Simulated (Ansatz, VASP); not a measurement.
**Cross-check of SnO2 (amorphous SnO2) between VASP and Ansatz**

Wanted: the spread between two codes on one cell, functional and k mesh. Of the first pair: The structure shown is the start of the Ansatz relaxation below; VASP solves that cell, so the two are compared at the walk's first step.

Method: plane waves, with VASP 6.6.1 beside it; single point at PBE, in Ansatz 0.2.0.

## 1. The starting structure

The cell holds 72 atoms: 24 Sn and 48 O. Its edges and angles: a = 9.851 Å, b = 9.851 Å, c = 9.851 Å, α = 90.0°, β = 90.0°, γ = 90.0°. As first built, before any earlier steps moved the atoms (in the runner's words): 72 atoms (24 Sn, 48 O) placed at random at 6.03 g/cm^3, melted at 5000 K for 10 ps at fixed volume with the Morse and Coulomb pair potential with partial charges (Pedone, Malavasi, Menziani, Cormack and Segre, J. Phys. Chem. B 110, 11780 (2006)). Quenched from 5000 K to 300 K at 50 K/ps and fixed volume, held 10 ps at zero pressure, then minimised at fixed cell.

## 2. Ansatz: relaxation, PBE

Ansatz runs on its default PAW (the set named soft_2) files.

The two programs are compared at the cell with which this relaxation starts, whose forces are those of its first step.

Input file input.yaml:

```yaml
crystal:
  lattice:
    - [9.85089, 0.0, 0.0]
    - [0.0, 9.85089, 0.0]
    - [0.0, 0.0, 9.85089]
  atoms:
    - { symbol: Sn, position: [0.73091, 0.67318, 0.33118] }
    - { symbol: Sn, position: [0.04728, 0.22312, 0.43013] }
    - { symbol: Sn, position: [0.50768, 0.18186, 0.09938] }
    - { symbol: Sn, position: [0.77408, 0.46414, 0.57574] }
    - { symbol: Sn, position: [0.22104, 0.70104, 0.38794] }
    - { symbol: Sn, position: [0.49284, 0.71835, 0.59705] }
    - { symbol: Sn, position: [0.98468, 0.20446, 0.94124] }
    - { symbol: Sn, position: [0.20755, 0.46836, 0.74904] }
    - { symbol: Sn, position: [0.20905, 0.03665, 0.17425] }
    - { symbol: Sn, position: [0.57968, 0.99695, 0.47804] }
    - { symbol: Sn, position: [0.83051, 0.02655, 0.23922] }
    - { symbol: Sn, position: [0.98276, 0.7261, 0.11957] }
    - { symbol: Sn, position: [0.83476, 0.53879, 0.93722] }
    - { symbol: Sn, position: [0.99484, 0.69061, 0.64048] }
    - { symbol: Sn, position: [0.25344, 0.80454, 0.89346] }
    - { symbol: Sn, position: [0.36661, 0.2952, 0.43695] }
    - { symbol: Sn, position: [0.49691, 0.858, 0.12977] }
    - { symbol: Sn, position: [0.20196, 0.98672, 0.60043] }
    - { symbol: Sn, position: [0.46435, 0.54394, 0.05616] }
    - { symbol: Sn, position: [0.12007, 0.4241, 0.18047] }
    - { symbol: Sn, position: [0.79192, 0.92496, 0.87018] }
    - { symbol: Sn, position: [0.81306, 0.1384, 0.62617] }
    - { symbol: Sn, position: [0.52721, 0.3858, 0.77459] }
    - { symbol: Sn, position: [0.75446, 0.37078, 0.20368] }
    - { symbol: O, position: [0.87584, 0.54061, 0.741] }
    - { symbol: O, position: [0.5752, 0.96493, 0.2752] }
    - { symbol: O, position: [0.38038, 0.01324, 0.06401] }
    - { symbol: O, position: [0.36483, 0.37272, 0.63556] }
    - { symbol: O, position: [0.63784, 0.92114, 0.99748] }
    - { symbol: O, position: [0.36336, 0.19015, 0.2465] }
    - { symbol: O, position: [0.85472, 0.74294, 0.96438] }
    - { symbol: O, position: [0.70464, 0.17578, 0.17859] }
    - { symbol: O, position: [0.36515, 0.47575, 0.8786] }
    - { symbol: O, position: [0.89231, 0.83802, 0.71994] }
    - { symbol: O, position: [0.63076, 0.52425, 0.92389] }
    - { symbol: O, position: [0.40129, 0.91646, 0.54838] }
    - { symbol: O, position: [0.5291, 0.19048, 0.47398] }
    - { symbol: O, position: [0.09082, 0.32192, 0.81471] }
    - { symbol: O, position: [0.84589, 0.34418, 0.00032] }
    - { symbol: O, position: [0.85094, 0.82484, 0.24765] }
    - { symbol: O, position: [0.55637, 0.38317, 0.14608] }
    - { symbol: O, position: [0.66536, 0.99849, 0.66928] }
    - { symbol: O, position: [0.39174, 0.74498, 0.7579] }
    - { symbol: O, position: [0.04261, 0.06377, 0.29354] }
    - { symbol: O, position: [0.12684, 0.8542, 0.05537] }
    - { symbol: O, position: [0.86313, 0.63478, 0.48987] }
    - { symbol: O, position: [0.38438, 0.62937, 0.45817] }
    - { symbol: O, position: [0.51372, 0.23988, 0.9112] }
    - { symbol: O, position: [0.12961, 0.81066, 0.53074] }
    - { symbol: O, position: [0.23806, 0.14941, 0.49508] }
    - { symbol: O, position: [0.13209, 0.22104, 0.08149] }
    - { symbol: O, position: [0.69316, 0.30786, 0.68501] }
    - { symbol: O, position: [0.90781, 0.03348, 0.05068] }
    - { symbol: O, position: [0.13311, 0.66801, 0.80334] }
    - { symbol: O, position: [0.28142, 0.86702, 0.28121] }
    - { symbol: O, position: [0.78061, 0.0677, 0.43208] }
    - { symbol: O, position: [0.86533, 0.11052, 0.81467] }
    - { symbol: O, position: [0.2037, 0.96795, 0.79432] }
    - { symbol: O, position: [0.94553, 0.32596, 0.26239] }
    - { symbol: O, position: [0.12861, 0.54492, 0.58] }
    - { symbol: O, position: [0.30117, 0.4985, 0.15913] }
    - { symbol: O, position: [0.0329, 0.53684, 0.02967] }
    - { symbol: O, position: [0.69959, 0.46361, 0.38227] }
    - { symbol: O, position: [0.59697, 0.55147, 0.64549] }
    - { symbol: O, position: [0.08348, 0.63418, 0.26779] }
    - { symbol: O, position: [0.57158, 0.68221, 0.19796] }
    - { symbol: O, position: [0.01346, 0.08116, 0.58109] }
    - { symbol: O, position: [0.81347, 0.56586, 0.16417] }
    - { symbol: O, position: [0.63141, 0.78678, 0.47039] }
    - { symbol: O, position: [0.90185, 0.31165, 0.53445] }
    - { symbol: O, position: [0.38479, 0.7319, 0.02549] }
    - { symbol: O, position: [0.18415, 0.3613, 0.36507] }
kpoints:
  mp_grid: { grid: [1, 1, 1] }
hamiltonian:
  xc: pbe
scf:
  occupations: { method: fixed }
output:
  forces: true
relax:
  f_tol: 0.05
  max_steps: 120
```

Run with:

```sh
ansatz run input.yaml --threads 4 --pin off --max-ram 8192MiB --backend cpu --events-out ev --progress --plain --runs-dir out
```

Numbers of over 12 decimals in the logs are rounded to 6 here.

The log of the run:

```text
Engine: ansatz 0.2.0, x86_64-unknown-linux-gnu
Pseudopotentials: kind: paw
Pseudopotential: Sn, paw, valence charge 14, recommended cutoff 420 eV (normal), Sn.paw.azcp
Pseudopotential: O, paw, valence charge 6, recommended cutoff 420 eV (normal), O.paw.azcp
Functional definition: PBE
  parameter kappa = 0.804
  parameter beta = 0.066725
  exchange = pbe_x(kappa = kappa, mu = beta*pi^2/3)
  correlation = pbe_c(beta = beta)
Crystal: 72 atoms, lattice volume = 955.931 Å³
Basis set: ecut = 420 eV, 18805 PW (Γ), exchange–correlation on 144×144×144 points (8 copies of the dense FFT grid, shifted against one another)
Bands: 384, of which v1, the nominal top of the filled ones, is band 312 counted from 1 (311 counted from 0)
Symmetry: 1 space group operations
Space group: P1 (ITA 1), of the structure as read, at distance tolerance 9.9e-5 Å
k-points: 1
Non-local potential: Sn, projectors of the file, l = 0: 2, l = 1: 2, l = 2: 2, l = 3: 2
Non-local potential: O, projectors of the file, l = 0: 2, l = 1: 2, l = 2: 1
PAW form: soft (Blöchl's): semilocal exchange-correlation on the pseudo side does not see the compensation charge
PAW one-centre angular grid: Sn, 590 points (default); XC on 64 Gauss nodes
PAW one-centre angular grid: O, 110 points (default); XC on 64 Gauss nodes
Initial density: superposition of atomic densities (neutral atoms: chi_scale 0, normalization atom), corrected by the library's trained network
Initial wavefunctions: pseudopotential atomic-orbital guess
Functional: x = pbe(κ = 0.804, μ = 0.219515), c = pbe(β = 0.066725)
SCF iter   1: F=—  HF=-171794.928989 eV  |F-HF|=—  |Δ(HF+E_count)|=         —  Δρ=3.87e-3  dr2=1.19e-1  ethr=1.77e-3  ⟨swp⟩=4.0  Hψ=1239  notcnv=0  defer=70
preconditioner: auto → Resta (q_TF=auto, 2.541 Å⁻¹)  ε∞=3.5  [insulator: Δε(μ)=0.309 eV  Ē_g=18.891 eV  n_scr=250 (ndim 8)  ℏωp=30.0 eV  f_vac=0.092  ε∞_Penn≈3.5]
SCF iter   2: F=—  HF=-171794.936152 eV  |F-HF|=—  |Δ(HF+E_count)|=   7.16e-3  Δρ=1.97e-3  dr2=2.22e-2  ethr=1.91e-5  ⟨swp⟩=3.0  Hψ=731  notcnv=0  defer=70
SCF iter   3: F=—  HF=-171794.937323 eV  |F-HF|=—  |Δ(HF+E_count)|=   1.17e-3  Δρ=9.02e-4  dr2=7.34e-3  ethr=3.55e-6  ⟨swp⟩=2.0  Hψ=495  notcnv=0  defer=70
SCF iter   4: F=—  HF=-171794.937820 eV  |F-HF|=—  |Δ(HF+E_count)|=   4.96e-4  Δρ=3.23e-4  dr2=1.03e-3  ethr=1.18e-6  ⟨swp⟩=2.0  Hψ=479  notcnv=0  defer=70
SCF iter   5: F=—  HF=-171794.937859 eV  |F-HF|=—  |Δ(HF+E_count)|=   3.95e-5  Δρ=1.53e-4  dr2=2.24e-4  ethr=1.66e-7  ⟨swp⟩=2.0  Hψ=493  notcnv=0  defer=70
SCF iter   6: F=-171794.937911 eV  HF=-171794.937911 eV  |F-HF|=7.12e-8  |Δ(HF+E_count)|=   5.17e-5  Δρ=7.06e-5  dr2=4.97e-5  ethr=1.00e-8  ⟨swp⟩=3.0  Hψ=1182  notcnv=0
SCF 1 converged in 6 iterations: F = -171794.937911 eV  dr2 = 4.97e-5
  greatest PAW one-centre occupation: 0.997 electrons in one spin orbital (limit 2), on the Sn atom at site 16 (counted from 0), in its partial waves of l = 2
relax step   1: F+E_penalty+E_count = -171794.93791114 eV  Δ(F+E_penalty+E_count) = +0.000e0 eV  max|allowed force component| = 1.596e0 eV/Å  Δτ_max = 0.0000 Å  (6 SCF iters, dr2 threshold 6.25e-5 eV, accepted)
Initial density: handed on by an earlier stage of this run
Initial wavefunctions: those handed on with the density
iter 1 solved again at ethr=2.69e-4 eV; its pass at ethr=3.10e-3 eV (dr2=1.68e0 eV) is discarded
SCF iter   1: F=—  HF=-171797.575493 eV  |F-HF|=—  |Δ(HF+E_count)|=         —  Δρ=2.01e-2  dr2=1.72e0  ethr=2.69e-4  ⟨swp⟩=1.0  Hψ=1355  notcnv=0  defer=66
preconditioner: auto → Resta (q_TF=auto, 2.541 Å⁻¹)  ε∞=3.6  [insulator: Δε(μ)=0.467 eV  Ē_g=18.730 eV  n_scr=250 (ndim 8)  ℏωp=30.0 eV  f_vac=0.083  ε∞_Penn≈3.6]
SCF iter   2: F=—  HF=-171797.206157 eV  |F-HF|=—  |Δ(HF+E_count)|=   3.69e-1  Δρ=9.26e-3  dr2=3.90e-1  ethr=2.69e-4  ⟨swp⟩=2.0  Hψ=591  notcnv=0  defer=70
SCF iter   3: F=—  HF=-171797.158607 eV  |F-HF|=—  |Δ(HF+E_count)|=   4.75e-2  Δρ=4.56e-3  dr2=1.08e-1  ethr=6.25e-5  ⟨swp⟩=2.0  Hψ=472  notcnv=0  defer=70
SCF iter   4: F=—  HF=-171797.146698 eV  |F-HF|=—  |Δ(HF+E_count)|=   1.19e-2  Δρ=1.46e-3  dr2=1.96e-2  ethr=1.74e-5  ⟨swp⟩=3.0  Hψ=569  notcnv=0  defer=70
SCF iter   5: F=—  HF=-171797.145558 eV  |F-HF|=—  |Δ(HF+E_count)|=   1.14e-3  Δρ=5.55e-4  dr2=3.21e-3  ethr=3.15e-6  ⟨swp⟩=2.0  Hψ=487  notcnv=0  defer=70
SCF iter   6: F=—  HF=-171797.145527 eV  |F-HF|=—  |Δ(HF+E_count)|=   3.04e-5  Δρ=3.04e-4  dr2=9.24e-4  ethr=5.14e-7  ⟨swp⟩=2.0  Hψ=492  notcnv=0  defer=70
SCF iter   7: F=—  HF=-171797.145498 eV  |F-HF|=—  |Δ(HF+E_count)|=   2.96e-5  Δρ=1.13e-4  dr2=1.09e-4  ethr=1.48e-7  ⟨swp⟩=2.0  Hψ=491  notcnv=0  defer=70
SCF iter   8: F=-171797.145549 eV  HF=-171797.145549 eV  |F-HF|=2.61e-7  |Δ(HF+E_count)|=   5.17e-5  Δρ=5.88e-5  dr2=3.13e-5  ethr=1.60e-8  ⟨swp⟩=2.0  Hψ=1191  notcnv=0
SCF 2 converged in 8 iterations: F = -171797.145549 eV  dr2 = 3.13e-5
[...]
atom  22  Sn    -0.03075164    -0.01673433    -0.00514215
  atom  23  Sn    -0.00388973    -0.00267385    -0.00982919
  atom  24  Sn     0.00942683    -0.00209255    -0.00450815
  atom  25  O     -0.00217578    -0.00185442     0.00144652
  atom  26  O      0.00302721    -0.01215297     0.01796905
  atom  27  O      0.00801845     0.00469042     0.00870795
  atom  28  O     -0.00679110    -0.00391509     0.00833405
  atom  29  O      0.00265888    -0.01602745    -0.03292819
  atom  30  O      0.00035425     0.01827694     0.00948794
  atom  31  O     -0.02005338     0.00336305     0.00032770
  atom  32  O      0.00515381     0.00576231    -0.00499147
  atom  33  O      0.02201569    -0.00202984     0.01759953
  atom  34  O      0.01296020    -0.01364247     0.00125960
  atom  35  O     -0.00991662     0.00334032    -0.00463179
  atom  36  O     -0.00939297    -0.00517063     0.01065021
  atom  37  O     -0.00792825     0.00911782     0.00282649
  atom  38  O     -0.00970786    -0.01598566     0.02061005
  atom  39  O     -0.00530223    -0.00158700    -0.00140000
  atom  40  O     -0.00897020     0.01113824     0.00636597
  atom  41  O     -0.00563186    -0.00116938    -0.01003829
  atom  42  O      0.00744975     0.00495019    -0.00983779
  atom  43  O     -0.02369057    -0.01465119     0.00718632
  atom  44  O      0.00013228    -0.00363640    -0.00926182
  atom  45  O      0.00736258    -0.00258463    -0.01508122
[...]
atom  65  O      0.00311838     0.00129881     0.01101731
  atom  66  O      0.00493678    -0.00070310    -0.00992297
  atom  67  O      0.01660641    -0.00091541     0.00154683
  atom  68  O     -0.01167485    -0.00506901    -0.00573826
  atom  69  O     -0.00272715    -0.01184869     0.00426352
  atom  70  O      0.00212104     0.00634008     0.00711152
  atom  71  O      0.01702850     0.00314515     0.00544491
  atom  72  O     -0.00838995    -0.00175586     0.00141939
  max |Σ_I F_I| component: 2.44e-5 eV/Å
--- Relaxed structure (11 steps of the walk, 11 accepted, 0 SCFs on fresh bases) ---
  F+E_penalty+E_count = -171798.09775459 eV   max|allowed force component| = 3.297e-2 eV/Å
  atoms:
    - { symbol: Sn, position: [0.722926, 0.675176, 0.331386] }
    - { symbol: Sn, position: [0.050664, 0.220318, 0.422314] }
    - { symbol: Sn, position: [0.510271, 0.190496, 0.084731] }
    - { symbol: Sn, position: [0.768439, 0.465986, 0.575362] }
    - { symbol: Sn, position: [0.237913, 0.699920, 0.355309] }
    - { symbol: Sn, position: [0.470356, 0.698863, 0.590362] }
    - { symbol: Sn, position: [0.987996, 0.217849, 0.953128] }
    - { symbol: Sn, position: [0.206069, 0.480648, 0.755535] }
    - { symbol: Sn, position: [0.218344, 0.045743, 0.183582] }
    - { symbol: Sn, position: [0.585411, 0.989476, 0.490471] }
    - { symbol: Sn, position: [0.810486, 0.018151, 0.229504] }
    - { symbol: Sn, position: [0.987826, 0.729739, 0.115472] }
    - { symbol: Sn, position: [0.824320, 0.538468, 0.937377] }
    - { symbol: Sn, position: [0.992257, 0.694454, 0.640702] }
    - { symbol: Sn, position: [0.245867, 0.801927, 0.882893] }
    - { symbol: Sn, position: [0.376816, 0.283497, 0.442795] }
    - { symbol: Sn, position: [0.495468, 0.868043, 0.131953] }
    - { symbol: Sn, position: [0.202749, 0.979220, 0.596834] }
    - { symbol: Sn, position: [0.462228, 0.551105, 0.056861] }
    - { symbol: Sn, position: [0.123898, 0.432658, 0.182775] }
    - { symbol: Sn, position: [0.795520, 0.932739, 0.871880] }
    - { symbol: Sn, position: [0.821217, 0.140903, 0.626171] }
    - { symbol: Sn, position: [0.523578, 0.379567, 0.778590] }
    - { symbol: Sn, position: [0.756115, 0.376330, 0.211520] }
    - { symbol: O, position: [0.866168, 0.550083, 0.740478] }
    - { symbol: O, position: [0.601710, 0.956452, 0.281326] }
    - { symbol: O, position: [0.377359, 0.021565, 0.048239] }
    - { symbol: O, position: [0.357737, 0.358724, 0.642174] }
    - { symbol: O, position: [0.650754, 0.956141, 1.018621] }
    - { symbol: O, position: [0.373296, 0.191573, 0.243320] }
    - { symbol: O, position: [0.847710, 0.746432, 0.963687] }
    - { symbol: O, position: [0.694370, 0.183994, 0.192153] }
    - { symbol: O, position: [0.356743, 0.448452, 0.901770] }
    - { symbol: O, position: [0.908718, 0.865106, 0.710539] }
    - { symbol: O, position: [0.618309, 0.527026, 0.916255] }
    - { symbol: O, position: [0.407531, 0.903922, 0.567249] }
    - { symbol: O, position: [0.548604, 0.192368, 0.486663] }
    - { symbol: O, position: [0.076745, 0.331033, 0.809933] }
    - { symbol: O, position: [0.828777, 0.342424, 0.0052314] }
    - { symbol: O, position: [0.857516, 0.819856, 0.253007] }
    - { symbol: O, position: [0.548082, 0.388105, 0.148675] }
    - { symbol: O, position: [0.671920, 1.005897, 0.686622] }
    - { symbol: O, position: [0.340717, 0.676540, 0.738807] }
    - { symbol: O, position: [0.041583, 0.056244, 0.291300] }
    - { symbol: O, position: [0.139619, 0.859121, 0.061536] }
    - { symbol: O, position: [0.861187, 0.630438, 0.485925] }
    - { symbol: O, position: [0.384088, 0.598242, 0.439281] }
    - { symbol: O, position: [0.524643, 0.210406, 0.888973] }
[...]
- { symbol: O, position: [0.065200, 0.627770, 0.281765] }
    - { symbol: O, position: [0.557619, 0.683704, 0.199394] }
    - { symbol: O, position: [0.026765, 0.094099, 0.584992] }
    - { symbol: O, position: [0.803830, 0.571098, 0.162482] }
    - { symbol: O, position: [0.631256, 0.779527, 0.488312] }
    - { symbol: O, position: [0.894114, 0.307983, 0.523130] }
    - { symbol: O, position: [0.412275, 0.745845, -0.012303] }
    - { symbol: O, position: [0.194616, 0.364729, 0.372875] }
```

(Part 1 of 3 ends here.)

[Lines on the potential files, build, host, timing and source positions are cut from VASP's logs without a mark.]

[Logs are printed without paths, hosts, clocks, repeated set-up lines and the standing remarks that a program may print on its own settings, such as how far it seeks lower states.]

[Hosts, paths, dates, database ids (printed as entryN), source tags and the programs' standing remarks are cut or masked in the printed files.]
